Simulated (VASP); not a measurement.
# A VASP study of AlCr2C (PBEsol + U): structure first, properties next, part 3 of 8

What structure does AlCr2C take at this level, and what are its properties? The start is a computed cell from the Materials Project.

VASP 6.6.1; PBEsol, DFT+U (Cr d 3 eV), spin-polarised from a ferromagnetic start; plane waves and PAW (Al, Cr_pv, C).

Still holding for the runs below: The magnetic state follows from one typed start and may not be the lowest. The k-mesh is coarse for a metal. A U on the itinerant d states of such a compound is hard to justify; it moves the bands at the Fermi level and favours large moments.

So far, moment of the cell, from the last line of the log (μB): step 2 (full relaxation (PBEsol + U)) 10.9. The relaxed cell has a = 2.973, c = 13.163 Å (conventional setting).

## 3. Second relaxation

A relaxation keeps the plane waves of the cell it began with, so it is repeated from the new cell, on a basis made for it.

Input file INCAR:

```
SYSTEM = AlCr2C
PREC = Accurate
ENCUT = 520
EDIFF = 1E-06
NELM = 100
ISMEAR = 0
SIGMA = 0.05
LREAL = .FALSE.
ALGO = Normal
GGA = PS
NBANDS = 50
ISPIN = 2
MAGMOM = 0 0 3 3 3 3 0 0
LDAU = .TRUE.
LDAUTYPE = 2
LDAUL = -1 2 -1
LDAUU = 0 3 0
LDAUJ = 0 0 0
LDAUPRINT = 1
LASPH = .TRUE.
LMAXMIX = 4
LORBIT = 11
LWAVE = .FALSE.
LCHARG = .FALSE.
KPAR = 4
IBRION = 2
NSW = 60
ISIF = 3
EDIFFG = -0.01
```

Input file POSCAR:

```
AlCr2C
1.0
    2.9732856754      0.0000000000      0.0000000000
   -1.4866428377      2.5749409276      0.0000000000
    0.0000000000      0.0000000000     13.1631564671
Al Cr C
2 4 2
Direct
    0.6666666700      0.3333333300      0.2500000000
    0.3333333300      0.6666666700      0.7500000000
    0.3333333300      0.6666666700      0.4141325759
    0.6666666700      0.3333333300      0.9141325759
    0.6666666700      0.3333333300      0.5858674241
    0.3333333300      0.6666666700      0.0858674241
    0.0000000000      0.0000000000      0.5000000000
    0.0000000000      0.0000000000      0.0000000000
```

Input file KPOINTS:

```
Automatic mesh
0
Gamma
9 9 2
0 0 0
```

The projector-augmented-wave data sets are Al, Cr_pv and C (PBE family, release 64).

Started as:

```
> mpirun -np 4 vasp_std
```

Log:

```text
[banner, memory and clock lines left out]
running    4 mpi-ranks, on    1 nodes
 distrk:  each k-point on    1 cores,    4 groups
 distr:  one band on    1 cores,    1 groups

 POSCAR found type information on POSCAR AlCrC
 POSCAR found :  3 types and       8 ions
 [... a notice as in an earlier step ...]

 LDA part: xc-table for (Slater+PW92), standard interpolation
 POSCAR, INCAR and KPOINTS ok, starting setup
 FFT: planning ... GRIDC
 FFT: planning ... GRID_SOFT
 FFT: planning ... GRID
 WAVECAR not read
 entering main loop
       N       E                     dE             d eps       ncg     rms          rms(c)
DAV:   1     0.726424023079E+03    0.72642E+03   -0.32448E+04  4800   0.135E+03
DAV:   2    -0.157439912274E+02   -0.74217E+03   -0.70508E+03  4820   0.425E+02
DAV:   3    -0.675986996370E+02   -0.51855E+02   -0.49663E+02  5612   0.118E+02
DAV:   4    -0.695039171797E+02   -0.19052E+01   -0.18928E+01  5350   0.206E+01
DAV:   5    -0.695479404988E+02   -0.44023E-01   -0.44007E-01  6388   0.313E+00    0.407E+01
DAV:   6    -0.631466454054E+02    0.64013E+01   -0.10822E+02  5800   0.755E+01    0.357E+01
DAV:   7    -0.563837700217E+02    0.67629E+01   -0.38393E+01  5392   0.474E+01    0.963E+00
DAV:   8    -0.569409463276E+02   -0.55718E+00   -0.35466E+00  5174   0.711E+00    0.493E+00
DAV:   9    -0.571951208864E+02   -0.25417E+00   -0.73838E-01  5780   0.478E+00    0.323E+00
DAV:  10    -0.571335798544E+02    0.61541E-01   -0.31213E-01  5880   0.407E+00    0.179E+00
DAV:  11    -0.571709777100E+02   -0.37398E-01   -0.85287E-02  5482   0.168E+00    0.750E-01
DAV:  12    -0.571774271731E+02   -0.64495E-02   -0.11950E-02  6504   0.528E-01    0.366E-01
DAV:  13    -0.571782668962E+02   -0.83972E-03   -0.27213E-03  6494   0.268E-01    0.257E-01
DAV:  14    -0.571792683167E+02   -0.10014E-02   -0.38951E-04  6010   0.959E-02    0.143E-01
DAV:  15    -0.571797676270E+02   -0.49931E-03   -0.35523E-04  5946   0.935E-02    0.566E-02
DAV:  16    -0.571798239567E+02   -0.56330E-04   -0.62053E-05  5748   0.500E-02    0.289E-02
DAV:  17    -0.571798325525E+02   -0.85957E-05   -0.10997E-05  6334   0.203E-02    0.172E-02
DAV:  18    -0.571798384094E+02   -0.58569E-05   -0.42154E-06  5252   0.128E-02    0.587E-03
DAV:  19    -0.571798393644E+02   -0.95500E-06   -0.86965E-07  3038   0.568E-03
   1 F= -.57179839E+02 E0= -.57177828E+02  d E =-.571798E+02  mag=    10.9127
 curvature:   0.00 expect dE= 0.000E+00 dE for cont linesearch  0.000E+00
 trial: gam= 0.00000 g(F)=  0.283E-05 g(S)=  0.551E-03 ort = 0.000E+00 (trialstep = 0.100E+01)
 search vector abs. value=  0.554E-03
 bond charge predicted
       N       E                     dE             d eps       ncg     rms          rms(c)
DAV:   1    -0.571909489103E+02   -0.11111E-01   -0.14421E-01  5008   0.323E+00    0.103E+00
DAV:   2    -0.571827570701E+02    0.81918E-02   -0.64343E-02  5398   0.215E+00    0.900E-01
DAV:   3    -0.571803305741E+02    0.24265E-02   -0.69709E-03  5372   0.742E-01    0.154E-01
DAV:   4    -0.571800975607E+02    0.23301E-03   -0.12554E-03  5928   0.179E-01    0.909E-02
DAV:   5    -0.571800278603E+02    0.69700E-04   -0.24066E-04  5218   0.853E-02    0.281E-02
DAV:   6    -0.571800226612E+02    0.51991E-05   -0.15319E-05  6216   0.258E-02    0.122E-02
DAV:   7    -0.571800227063E+02   -0.45163E-07   -0.47165E-06  4902   0.144E-02
   2 F= -.57180023E+02 E0= -.57178107E+02  d E =-.183342E-03  mag=    10.9470
[...]
3 F= -.57180040E+02 E0= -.57178105E+02  d E =-.200728E-03  mag=    10.9404
[...]
4 F= -.57180039E+02 E0= -.57178111E+02  d E =-.199320E-03  mag=    10.9425
[...]
5 F= -.57180033E+02 E0= -.57178111E+02  d E =-.194001E-03  mag=    10.9452
[...]
6 F= -.57180038E+02 E0= -.57178111E+02  d E =-.198481E-03  mag=    10.9435
 curvature:  -0.04 expect dE=-0.162E-05 dE for cont linesearch -0.180E-06
 ZBRENT: accuracy reached
 trial: gam= 0.00000 g(F)=  0.333E-04 g(S)=  0.844E-05 ort =-0.507E-04 (trialstep = 0.972E+00)
 search vector abs. value=  0.418E-04
 bond charge predicted
       N       E                     dE             d eps       ncg     rms          rms(c)
DAV:   1    -0.571799654315E+02    0.72904E-04   -0.89232E-03  6556   0.158E+00    0.109E-01
DAV:   2    -0.571800625295E+02   -0.97098E-04   -0.18778E-03  5036   0.297E-01    0.554E-02
DAV:   3    -0.571800615047E+02    0.10248E-05   -0.11571E-04  5062   0.836E-02    0.265E-02
DAV:   4    -0.571800580727E+02    0.34319E-05   -0.84622E-06  5354   0.145E-02    0.146E-02
DAV:   5    -0.571800558747E+02    0.21980E-05   -0.58237E-06  5304   0.164E-02    0.438E-03
DAV:   6    -0.571800556481E+02    0.22667E-06   -0.76787E-07  2894   0.715E-03
   7 F= -.57180056E+02 E0= -.57178105E+02  d E =-.178027E-04  mag=    10.9382
 trial-energy change:   -0.000018  1 .order   -0.000019   -0.000041    0.000002
 step:   0.9198(harm=  0.9198)  dis= 0.00058  next Energy=   -57.180057 (dE=-0.192E-04)
 reached required accuracy - stopping structural energy minimisation
```

Wall time 2 min (4 MPI ranks of Intel Xeon 6975P-C (Granite Rapids), shared host); peak memory 1.5 GiB.

From OUTCAR (step 3):

```text
  LATTYP: Found a hexagonal cell.
 ALAT       =     2.9732856754
 C/A-ratio  =     4.4271415209

 Found     24 irreducible k-points:

   dimension x,y,z NGX =    24 NGY =   24 NGZ =   98
   dimension x,y,z NGXF=    48 NGYF=   48 NGZF=  196

   ENCUT  =  520.0 eV  38.22 Ry    6.18 a.u.   5.53  5.53 24.47*2*pi/ulx,y,z

   NELECT =      62.0000    total number of electrons

atom =   3  type =  2  l = 2

 onsite density matrix

spin component  1

  0.7441  0.0000  0.0000 -0.0686 -0.0000
  0.0000  0.7118  0.0000 -0.0000 -0.0686
  0.0000  0.0000  0.7053 -0.0000 -0.0000
 -0.0686 -0.0000 -0.0000  0.7118 -0.0000
 -0.0000 -0.0686 -0.0000 -0.0000  0.7441

spin component  2

  0.1200 -0.0000 -0.0000  0.0766 -0.0000
 -0.0000  0.1645 -0.0000  0.0000  0.0766
 -0.0000 -0.0000  0.0758  0.0000 -0.0000
  0.0766  0.0000  0.0000  0.1645  0.0000
 -0.0000  0.0766 -0.0000  0.0000  0.1200

 occupancies and eigenvectors

  o =  0.0626  v =  0.0000  0.0000  0.0000  0.0000  0.0000 -0.0004  0.6004 -0.0000  0.0003 -0.7997      0.0000  0.0000  0.0000  0.0000  0.0000  0.0000  0.0000  0.0000  0.0000  0.0000
  o =  0.0626  v =  0.0000  0.0000  0.0000  0.0000  0.0000  0.7997  0.0003 -0.0000 -0.6004 -0.0004      0.0000  0.0000  0.0000  0.0000  0.0000  0.0000  0.0000  0.0000  0.0000  0.0000
  o =  0.0758  v =  0.0000  0.0000  0.0000  0.0000  0.0000  0.0000 -0.0000 -1.0000 -0.0000  0.0000      0.0000  0.0000  0.0000  0.0000  0.0000  0.0000  0.0000  0.0000  0.0000  0.0000
  o =  0.2220  v =  0.0000  0.0000  0.0000  0.0000  0.0000  0.0000  0.7997 -0.0000  0.0000  0.6004      0.0000  0.0000  0.0000  0.0000  0.0000  0.0000  0.0000  0.0000  0.0000  0.0000
  o =  0.2220  v =  0.0000  0.0000  0.0000  0.0000  0.0000  0.6004 -0.0000 -0.0000  0.7997 -0.0000      0.0000  0.0000  0.0000  0.0000  0.0000  0.0000  0.0000  0.0000  0.0000  0.0000
  o =  0.6575  v =  0.0000 -0.7840 -0.0000  0.0000 -0.6207  0.0000  0.0000  0.0000  0.0000  0.0000      0.0000  0.0000  0.0000  0.0000  0.0000  0.0000  0.0000  0.0000  0.0000  0.0000
  o =  0.6575  v = -0.6207  0.0000  0.0000 -0.7840 -0.0000  0.0000  0.0000  0.0000  0.0000  0.0000      0.0000  0.0000  0.0000  0.0000  0.0000  0.0000  0.0000  0.0000  0.0000  0.0000
  o =  0.7053  v =  0.0000  0.0000 -1.0000 -0.0000  0.0000  0.0000  0.0000  0.0000  0.0000  0.0000      0.0000  0.0000  0.0000  0.0000  0.0000  0.0000  0.0000  0.0000  0.0000  0.0000
  o =  0.7984  v =  0.0000  0.6207  0.0000  0.0000 -0.7840  0.0000  0.0000  0.0000  0.0000  0.0000      0.0000  0.0000  0.0000  0.0000  0.0000  0.0000  0.0000  0.0000  0.0000  0.0000
  o =  0.7984  v = -0.7840  0.0000 -0.0000  0.6207  0.0000  0.0000  0.0000  0.0000  0.0000  0.0000      0.0000  0.0000  0.0000  0.0000  0.0000  0.0000  0.0000  0.0000  0.0000  0.0000

atom =   4  type =  2  l = 2

 onsite density matrix

spin component  1

  0.7441 -0.0000  0.0000  0.0686  0.0000
 -0.0000  0.7118 -0.0000 -0.0000  0.0686
  0.0000 -0.0000  0.7053  0.0000 -0.0000
  0.0686 -0.0000  0.0000  0.7118  0.0000
  0.0000  0.0686 -0.0000  0.0000  0.7441

spin component  2

  0.1200 -0.0000  0.0000 -0.0766 -0.0000
 -0.0000  0.1645  0.0000  0.0000 -0.0766
  0.0000  0.0000  0.0758 -0.0000 -0.0000
 -0.0766  0.0000 -0.0000  0.1645 -0.0000
 -0.0000 -0.0766 -0.0000 -0.0000  0.1200

 occupancies and eigenvectors

  o =  0.0626  v =  0.0000  0.0000  0.0000  0.0000  0.0000 -0.0004 -0.6004 -0.0000 -0.0003 -0.7997      0.0000  0.0000  0.0000  0.0000  0.0000  0.0000  0.0000  0.0000  0.0000  0.0000
  o =  0.0626  v =  0.0000  0.0000  0.0000  0.0000  0.0000  0.7997 -0.0003 -0.0000  0.6004 -0.0004      0.0000  0.0000  0.0000  0.0000  0.0000  0.0000  0.0000  0.0000  0.0000  0.0000
  o =  0.0758  v =  0.0000  0.0000  0.0000  0.0000  0.0000  0.0000  0.0000 -1.0000  0.0000  0.0000      0.0000  0.0000  0.0000  0.0000  0.0000  0.0000  0.0000  0.0000  0.0000  0.0000
  o =  0.2220  v =  0.0000  0.0000  0.0000  0.0000  0.0000  0.0000 -0.7997 -0.0000 -0.0000  0.6004      0.0000  0.0000  0.0000  0.0000  0.0000  0.0000  0.0000  0.0000  0.0000  0.0000
  o =  0.2220  v =  0.0000  0.0000  0.0000  0.0000  0.0000 -0.6004 -0.0000 -0.0000  0.7997  0.0000      0.0000  0.0000  0.0000  0.0000  0.0000  0.0000  0.0000  0.0000  0.0000  0.0000
  o =  0.6575  v =  0.0000 -0.7840  0.0000 -0.0000  0.6207  0.0000  0.0000  0.0000  0.0000  0.0000      0.0000  0.0000  0.0000  0.0000  0.0000  0.0000  0.0000  0.0000  0.0000  0.0000
  o =  0.6575  v =  0.6207  0.0000 -0.0000 -0.7840 -0.0000  0.0000  0.0000  0.0000  0.0000  0.0000      0.0000  0.0000  0.0000  0.0000  0.0000  0.0000  0.0000  0.0000  0.0000  0.0000
  o =  0.7053  v =  0.0000  0.0000  1.0000 -0.0000 -0.0000  0.0000  0.0000  0.0000  0.0000  0.0000      0.0000  0.0000  0.0000  0.0000  0.0000  0.0000  0.0000  0.0000  0.0000  0.0000
  o =  0.7984  v =  0.0000  0.6207 -0.0000  0.0000  0.7840  0.0000  0.0000  0.0000  0.0000  0.0000      0.0000  0.0000  0.0000  0.0000  0.0000  0.0000  0.0000  0.0000  0.0000  0.0000
  o =  0.7984  v = -0.7840  0.0000 -0.0000 -0.6207 -0.0000  0.0000  0.0000  0.0000  0.0000  0.0000      0.0000  0.0000  0.0000  0.0000  0.0000  0.0000  0.0000  0.0000  0.0000  0.0000

atom =   5  type =  2  l = 2

 onsite density matrix

spin component  1

  0.7441  0.0000  0.0000 -0.0686  0.0000
  0.0000  0.7118  0.0000 -0.0000 -0.0686
  0.0000  0.0000  0.7053 -0.0000 -0.0000
 -0.0686 -0.0000 -0.0000  0.7118 -0.0000
[...]
o =  0.0758  v =  0.0000  0.0000  0.0000  0.0000  0.0000  0.0000  0.0000 -1.0000  0.0000  0.0000      0.0000  0.0000  0.0000  0.0000  0.0000  0.0000  0.0000  0.0000  0.0000  0.0000
  o =  0.2220  v =  0.0000  0.0000  0.0000  0.0000  0.0000  0.0001 -0.7997 -0.0000 -0.0001  0.6004      0.0000  0.0000  0.0000  0.0000  0.0000  0.0000  0.0000  0.0000  0.0000  0.0000
  o =  0.2220  v =  0.0000  0.0000  0.0000  0.0000  0.0000 -0.6004 -0.0001 -0.0000  0.7997  0.0001      0.0000  0.0000  0.0000  0.0000  0.0000  0.0000  0.0000  0.0000  0.0000  0.0000
  o =  0.6575  v =  0.0000 -0.7840  0.0000 -0.0000  0.6207  0.0000  0.0000  0.0000  0.0000  0.0000      0.0000  0.0000  0.0000  0.0000  0.0000  0.0000  0.0000  0.0000  0.0000  0.0000
  o =  0.6575  v =  0.6207  0.0000 -0.0000 -0.7840 -0.0000  0.0000  0.0000  0.0000  0.0000  0.0000      0.0000  0.0000  0.0000  0.0000  0.0000  0.0000  0.0000  0.0000  0.0000  0.0000
  o =  0.7053  v =  0.0000  0.0000  1.0000 -0.0000 -0.0000  0.0000  0.0000  0.0000  0.0000  0.0000      0.0000  0.0000  0.0000  0.0000  0.0000  0.0000  0.0000  0.0000  0.0000  0.0000
  o =  0.7984  v =  0.0000  0.6207 -0.0000 -0.0000  0.7840  0.0000  0.0000  0.0000  0.0000  0.0000      0.0000  0.0000  0.0000  0.0000  0.0000  0.0000  0.0000  0.0000  0.0000  0.0000
  o =  0.7984  v = -0.7840  0.0000 -0.0000 -0.6207 -0.0000  0.0000  0.0000  0.0000  0.0000  0.0000      0.0000  0.0000  0.0000  0.0000  0.0000  0.0000  0.0000  0.0000  0.0000  0.0000

 E-fermi :   8.2312

 spin component 1
 k-point     1 :       0.0000    0.0000    0.0000
  band No.  band energies     occupation
    ...
     34       7.1328      1.00000
     35       7.2244      1.00000
     36       7.2244      1.00000
     37       7.2554      1.00000
     38       7.2554      1.00000
     39       9.8193      0.00000
     40      10.9516      0.00000
     41      12.7018      0.00000
     42      13.0117      0.00000
     43      13.0117      0.00000
    ...

 k-point     2 :       0.1111    0.0000    0.0000
  band No.  band energies     occupation
    ...
     34       7.0093      1.00000
     35       7.3790      1.00000
     36       7.4036      1.00000
     37       7.4087      1.00000
     38       7.6146      1.00000
     39       9.8826      0.00000
     40      11.1897      0.00000
     41      12.5291      0.00000
     42      12.6268      0.00000
     43      12.8979      0.00000
    ...

 k-point     3 :       0.2222   -0.0000    0.0000
  band No.  band energies     occupation
    ...
     33       7.0494      1.00000
     34       7.0807      1.00000
     35       7.5011      1.00000
     36       7.5366      1.00000
     37       7.6377      1.00000
     38       8.3988      0.00000
     39       9.9921      0.00000
     40      11.2916      0.00000
     41      11.3630      0.00000
     42      12.1664      0.00000
    ...

 k-point     4 :       0.3333    0.0000    0.0000
  band No.  band energies     occupation
    ...
     33       7.3059      1.00000
     34       7.3488      1.00000
     35       7.6272      1.00000
     36       7.6539      1.00000
     37       7.8621      1.00000
     38       9.2061      0.00000
     39       9.8490      0.00000
     40      10.0397      0.00000
     41      10.7699      0.00000
     42      10.8641      0.00000
    ...

  Total        0.0052750      0.0052750      0.0128801      0.0000000      0.0000000      0.0000000
  in kB        0.0836630      0.0836630      0.2042826      0.0000000      0.0000000      0.0000000
  external PRESSURE =       0.1238695 kB  Pullay stress =       0.0000000 kB

  energy-cutoff  :      520.00
  volume of cell :      101.02
      direct lattice vectors                 reciprocal lattice vectors
     2.975563043 -0.000000000 -0.000000000     0.336070850  0.194030596 -0.000000000
    -1.487781521  2.576913186  0.000000000     0.000000000  0.388061191 -0.000000000
     0.000000000  0.000000000 13.174311447     0.000000000 -0.000000000  0.075905295

 POSITION                                       TOTAL-FORCE (eV/Angst)
 -----------------------------------------------------------------------------------
      1.48778      0.85897      3.29358         0.000000      0.000000      0.000000
     -0.00000      1.71794      9.88073         0.000000      0.000000      0.000000
     -0.00000      1.71794      5.45669        -0.000000      0.000000     -0.000148
      1.48778      0.85897     12.04384         0.000000     -0.000000     -0.000148
      1.48778      0.85897      7.71763         0.000000     -0.000000      0.000148
     -0.00000      1.71794      1.13047        -0.000000      0.000000      0.000148
     -1.48778      2.57691      6.58716         0.000000      0.000000      0.000000
     -1.48778      2.57691     13.17431         0.000000      0.000000      0.000000
 -----------------------------------------------------------------------------------
    total drift:                               -0.000009      0.000005     -0.000000

  FREE ENERGIE OF THE ION-ELECTRON SYSTEM (eV)
  ---------------------------------------------------
  free  energy   TOTEN  =       -57.1800556481 eV

  energy  without entropy=      -57.1761547403  energy(sigma->0) =      -57.17810519

 total charge
# of ion       s       p       d       tot
------------------------------------------
    1        0.428   0.366   0.000   0.795
    2        0.428   0.366   0.000   0.795
    3        0.299   6.336   4.230  10.864
    4        0.299   6.336   4.230  10.864
    5        0.299   6.336   4.230  10.864
    6        0.299   6.336   4.230  10.864
    7        0.878   1.529   0.000   2.406
    8        0.878   1.529   0.000   2.406
--------------------------------------------------
tot          3.806  29.134  16.918  49.859

 magnetization (x)
# of ion       s       p       d       tot
------------------------------------------
    1       -0.037  -0.063   0.000  -0.100
    2       -0.037  -0.063   0.000  -0.100
    3       -0.001  -0.001   2.963   2.961
    4       -0.001  -0.001   2.963   2.961
    5       -0.001  -0.001   2.963   2.961
    6       -0.001  -0.001   2.963   2.961
    7       -0.046  -0.308   0.000  -0.354
    8       -0.046  -0.308   0.000  -0.354
--------------------------------------------------
tot         -0.169  -0.746  11.850  10.936

[... 4 parts as in an earlier step ...]

[... 11 further parts left out ...]
```

Little changed from the start: no atom moved by 0.005 Å and no cell edge by 0.1 %.

This step gave:

- free energy (TOTEN): -57.1801 eV
- energy at zero smearing: -57.1781 eV
- Fermi energy: 8.231 eV
- pressure: 0.01239 GPa
- moment of the cell, from the last line of the log: 10.94 μB
- SCF cycles over all ionic steps: 52

It ends with forces under 0.001 eV/Å and a pressure of 0.01 GPa.

(Continued in part 4 of 8.)

[Lines on the potential files, build, host, timing and source positions are cut from VASP's logs without a mark.]

[Logs are printed without paths, hosts, clocks, repeated set-up lines and the standing remarks that a program may print on its own settings, such as how far it seeks lower states.]

[Hosts, paths, dates, database ids (printed as entryN), source tags and the programs' standing remarks are cut or masked in the printed files.]

[A measured line is paired with the nearest computed mode of its activity, which favours agreement.]
